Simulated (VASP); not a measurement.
Write the native input for VASP 6.6.1 that does the following.

```yaml
Task: relaxation of the atoms
Functional: PBE
Dispersion: D3(BJ)
Potentials_or_basis: VASP PAW PBE potentials, release 64 (Ru_pv, Ag)
Cutoff: 400 eV
k_mesh: 6 × 6 × 1
Occupations: methfessel-paxton, width 0.1 eV
Spin: no spin polarisation
Atoms_held_fixed_from_0: "[0, 1, 2, 3, 4, 5, 6, 7]"
Further_INCAR_settings: LREAL = Auto; ALGO = Normal; EDIFF = 1e-06; ISYM = 0; IBRION = 2; EDIFFG = -0.03; NSW = 120
```

The structure of AgRu12 lies in POSCAR:

```
AgRu12
1.0
    5.4000000000      0.0000000000      0.0000000000
    2.7000000000      4.6765371804      0.0000000000
    0.0000000000      0.0000000000     20.7768000000
Ru Ag
12 1
Selective dynamics
Direct
    0.0000000000      0.0000000000      0.1203265180  F F F
    0.5000000000      0.0000000000      0.1203265180  F F F
    0.0000000000      0.5000000000      0.1203265180  F F F
    0.5000000000      0.5000000000      0.1203265180  F F F
    0.8333333333      0.3333333333      0.2232490085  F F F
    0.3333333333      0.3333333333      0.2232490085  F F F
    0.8333333333      0.8333333333      0.2232490085  F F F
    0.3333333333      0.8333333333      0.2232490085  F F F
    0.0000000000      0.0000000000      0.3261714990  T T T
    0.5000000000      0.0000000000      0.3261714990  T T T
    0.0000000000      0.5000000000      0.3261714990  T T T
    0.5000000000      0.5000000000      0.3261714990  T T T
    0.3333333333      0.3333333333      0.4377494269  T T T
```

The cell was built by a generator and needn't be a form met in nature.

The input as run:

INCAR

```
SYSTEM = AgRu12
  ALGO = Normal
  EDIFF = 1E-6
  EDIFFG = -0.03
  ENCUT = 400
  GGA = PE
  IBRION = 2
  ISIF = 2
  ISMEAR = 1
  ISYM = 0
  IVDW = 12
  KPAR = 4
  LASPH = .True.
  LCHARG = .False.
  LREAL = Auto
  LWAVE = .False.
  NELM = 80
  NSW = 120
  PREC = Accurate
  SIGMA = 0.1
```

KPOINTS

```
k-points
0
Gamma
  6 6 1
  0 0 0
```

Potentials or basis: VASP PAW PBE potentials, release 64 (Ru_pv, Ag).

Command:

```console
$ cat potpaw_PBE.64/Ru_pv/POTCAR potpaw_PBE.64/Ag/POTCAR > POTCAR
$ mpirun -np 4 vasp_std > vasp.out
```

It gave:

| Property | Result |
| --- | --- |
| Energy gained by relaxing | 13.3 meV/atom |
| Ionic steps | 9 |
| Band gap on the k mesh | none (metal or under the smearing width) |
| Dispersion energy per atom | -0.416 eV |

It took 21 min on 4 MPI ranks on AMD EPYC 9R45 96-Core Processor (Zen 5) (shared host), peak memory 0.78 GiB a rank.
